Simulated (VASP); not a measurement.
An input for Quantum ESPRESSO's pw.x (written as the equivalent of a VASP run, and not itself run):

```
&CONTROL
  calculation = 'vc-relax'
  pseudo_dir = './pseudo'
  outdir = './out'
  tprnfor = .true.
  tstress = .true.
  nstep = 60
  forc_conv_thr = 0.00039
/
&SYSTEM
  ibrav = 0
  nat = 2
  ntyp = 2
  ecutwfc = 82.3
  occupations = 'smearing'
  smearing = 'gaussian'
  degauss = 0.003675
  input_dft = 'vdw-df2-b86r'
/
&ELECTRONS
  conv_thr = 7.3e-08
  electron_maxstep = 100
/
&IONS
/
&CELL
/
ATOMIC_SPECIES
  Hg 200.592 Hg.upf
  Te 127.600 Te.upf
CELL_PARAMETERS angstrom
     0.0000000    3.2300000    3.2300000
     3.2300000    0.0000000    3.2300000
     3.2300000    3.2300000    0.0000000
ATOMIC_POSITIONS crystal
  Hg   0.0000000  0.0000000  0.0000000
  Te   0.2500000  0.2500000  0.2500000
K_POINTS automatic
  7 7 7 0 0 0
```

Q: Write the VASP files for the same calculation (rev-vdW-DF2).

A: One answer among several that fit: 
**POSCAR**
```
HgTe
1
    0.0000000000     3.2300000000     3.2300000000
    3.2300000000     0.0000000000     3.2300000000
    3.2300000000     3.2300000000     0.0000000000
Hg Te
1 1
Direct
  0.0000000000   0.0000000000   0.0000000000
  0.2500000000   0.2500000000   0.2500000000
```

File KPOINTS:
```
Automatic mesh
0
Gamma
7 7 7
0 0 0
```

INCAR:
```
GGA = MK
EDIFFG = -0.01
LWAVE = .FALSE.
ISIF = 3
AGGAC = 0.0
PARAM1 = 0.1234568
EDIFF = 1E-6
LCHARG = .FALSE.
IBRION = 2   ! conjugate gradients
NELM = 100   ! most electronic steps
PREC = Accurate
SYSTEM = HgTe
NSW = 60
ENCUT = 520   ! plane-wave cut-off (eV)
LREAL = .FALSE.
LASPH = .TRUE.   ! aspherical one-centre terms
PARAM2 = 0.7114
ZAB_VDW = -1.8867
SIGMA = 0.05
ISMEAR = 0   ! Gaussian
ALGO = Normal
LMAXMIX = 6
LUSE_VDW = .TRUE.
```

POTCAR, in this order: Hg Te (PBE.64 set). Program: vasp_std.

The two are equivalent in intent, not identical: the potentials are each code's own (VASP's PAW set, PseudoDojo norm-conserving files in pw.x), so ENCUT and ecutwfc are chosen apart and not converted; conv_thr bounds pw.x's estimated SCF error, while EDIFF bounds the energy change between steps; forc_conv_thr acts on force components and is met together with etot_conv_thr.

The compound is HgTe in the zinc blende structure. This run relaxes it. Symmetry was kept, so distortions that lower it aren't found.
